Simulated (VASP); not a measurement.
A VASP calculation is set up with these files.

POSCAR:
```
BaF2
1
    0.0000000000     3.1710223350     3.1710223350
    3.1710223350     0.0000000000     3.1710223350
    3.1710223350     3.1710223350     0.0000000000
Ba F
1 2
Direct
  0.0000000000   0.0000000000   0.0000000000
  0.2500000000   0.2500000000   0.2500000000
  0.7500000000   0.7500000000   0.7500000000
```

**INCAR**
```
! general
SYSTEM   = BaF2
PREC     = Accurate
ENCUT    = 520   ! plane-wave cut-off (eV)
LREAL    = F
LASPH    = T

! electronic loop
EDIFF    = 1E-7
NELM     = 100   ! most electronic steps
ALGO     = Normal
LMAXMIX  = 4   ! l cut-off of mixed one-centre charges

! smearing
ISMEAR   = 0   ! Gaussian
SIGMA    = 0.05   ! width (eV)

! functional
GGA      = MK
LUSE_VDW = T
AGGAC    = 0.0
PARAM1   = 0.1234
PARAM2   = 1.0

! ions
ISIF     = 2

! output
LWAVE    = F
LCHARG   = F
```

**KPOINTS**
```
Automatic mesh
0
Gamma
6 6 6
0 0 0
```

POTCAR, in this order: Ba_sv F (PBE.64 set). Program: vasp_std.

### Question
Translate this optB86b-vdW calculation to Quantum ESPRESSO's pw.x.

### Answer
One equivalent input (not run):
```
&CONTROL
  calculation = 'scf'
  pseudo_dir = './pseudo'
  outdir = './out'
  tprnfor = .true.
  tstress = .true.
/
&SYSTEM
  ibrav = 0
  nat = 3
  ntyp = 2
  ecutwfc = 84
  occupations = 'smearing'
  smearing = 'gaussian'
  degauss = 0.003675
  input_dft = 'vdw-df-ob86'
/
&ELECTRONS
  conv_thr = 7.3e-09
  electron_maxstep = 100
/
ATOMIC_SPECIES
  Ba 137.327 Ba.upf
  F 18.998 F.upf
CELL_PARAMETERS angstrom
     0.0000000    3.1710223    3.1710223
     3.1710223    0.0000000    3.1710223
     3.1710223    3.1710223    0.0000000
ATOMIC_POSITIONS crystal
  Ba   0.0000000  0.0000000  0.0000000
  F    0.2500000  0.2500000  0.2500000
  F    0.7500000  0.7500000  0.7500000
K_POINTS automatic
  6 6 6 0 0 0
```
Limits of the translation: the potentials are each code's own (VASP's PAW set, PseudoDojo norm-conserving files in pw.x), so ENCUT and ecutwfc are chosen apart and not converted; conv_thr bounds pw.x's estimated SCF error, while EDIFF bounds the energy change between steps.

The compound is BaF2 in the fluorite structure. This cell is one point of a volume scan, at 1.06 of the reference volume.
